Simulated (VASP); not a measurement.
Energy against volume of InP (zinc blende). All values below come from r2SCAN meta-GGA, VASP's PBE PAW potentials (set 64) (plane waves; VASP). Run with 520 eV cut-off, 8×8×8 Γ-centred mesh, Gaussian smearing of 0.050 eV, potentials In_d P.

```tsv
V (Å³/atom)	E (eV/atom)
24.943	-16.14308
25.715	-16.14868
26.486	-16.14433
27.257	-16.13157
```

Problem. Fit these four points and predict the energy of the run at 24.172 Å³/atom.

Solution. A cubic in V^(−2/3), the third-order Birch-Murnaghan form, passes through the four points with V0 = 25.74 Å³/atom and B0 = 68 GPa, and gives -16.1257 eV/atom there. The run gave -16.1258 eV/atom, -0.0 meV/atom from the fit; all five points give B0 = 68 GPa.

The compound is InP in the zinc blende structure. It was relaxed first.
